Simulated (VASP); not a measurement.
An input for Ansatz (written as the equivalent of a VASP run, and not itself run):

Ansatz 0.2 input:
```yaml
crystal:
  lattice:
    - [4.4260149, 0.0000000, 0.0000000]
    - [0.0000000, 4.4260149, 0.0000000]
    - [0.0000000, 0.0000000, 4.4260149]
  atoms:
    - { symbol: Mn, position: [0.8623498, 0.6376502, 0.3623498], spin: 0.6 }
    - { symbol: Mn, position: [0.3623498, 0.8623498, 0.6376502], spin: 0.6 }
    - { symbol: Mn, position: [0.1376502, 0.1376502, 0.1376502], spin: 0.6 }
    - { symbol: Mn, position: [0.6376502, 0.3623498, 0.8623498], spin: 0.6 }
    - { symbol: Si, position: [0.1544455, 0.3455545, 0.6544455] }
    - { symbol: Si, position: [0.6544455, 0.1544455, 0.3455545] }
    - { symbol: Si, position: [0.8455545, 0.8455545, 0.8455545] }
    - { symbol: Si, position: [0.3455545, 0.6544455, 0.1544455] }
kpoints:
  mp_grid: { grid: [7, 7, 7] }
hamiltonian:
  xc: lda
  pseudopotentials: { kind: paw }
magnetization: { spin_polarized: true }
scf:
  occupations: { method: methfessel_paxton, width: 0.1 }
  max_iter: 100
relax:
  max_steps: 40
  f_tol: 0.02
  cell: { p_target: 5 }
output: { forces: true, stress: true, eigenvalues: true }
```

Task: Write the VASP files for the same calculation (LDA).

Result: Several could match; the one computed here: 
### POSCAR
```
MnSi
1.0
  4.4260148505   0.0000000000   0.0000000000
  0.0000000000   4.4260148505   0.0000000000
  0.0000000000   0.0000000000   4.4260148505
Mn Si
4 4
direct
  0.8623497950   0.6376502050   0.3623497950
  0.3623497950   0.8623497950   0.6376502050
  0.1376502050   0.1376502050   0.1376502050
  0.6376502050   0.3623497950   0.8623497950
  0.1544454627   0.3455545373   0.6544454627
  0.6544454627   0.1544454627   0.3455545373
  0.8455545373   0.8455545373   0.8455545373
  0.3455545373   0.6544454627   0.1544454627
```

### KPOINTS
```
Automatic mesh
0
Gamma
7 7 7
0 0 0
```

### INCAR
```
SYSTEM = MnSi
PREC = Accurate
ENCUT = 500
EDIFF = 1E-6
NELM = 100
ALGO = Normal
LREAL = .FALSE.
LASPH = .TRUE.
ISMEAR = 1
SIGMA = 0.1
LMAXMIX = 4
ISPIN = 2
MAGMOM = 0.6 0.6 0.6 0.6 -0.0 -0.0 -0.0 -0.0
LORBIT = 10
LWAVE = .FALSE.
LCHARG = .FALSE.
IBRION = 2
ISIF = 3
NSW = 40
EDIFFG = -0.02
PSTRESS = 50
```

POTCAR, in this order: Mn_pv Si (LDA.64 set). Program: vasp_std.

What does not carry over: each code has its own PAW files, so the cut-off isn't converted (ENCUT is set for VASP's; basis.ecutwfc is left out, and Ansatz then takes the one that its files recommend); Ansatz stops its SCF on the density residual and VASP on the energy change (EDIFF); Ansatz's lda is the Perdew-Wang form, while the LDA potentials of VASP carry Perdew-Zunger's.

The compound is MnSi in the B20 structure. This run relaxes it under an external pressure of 5 GPa. Symmetry was kept, so distortions that lower it aren't found.
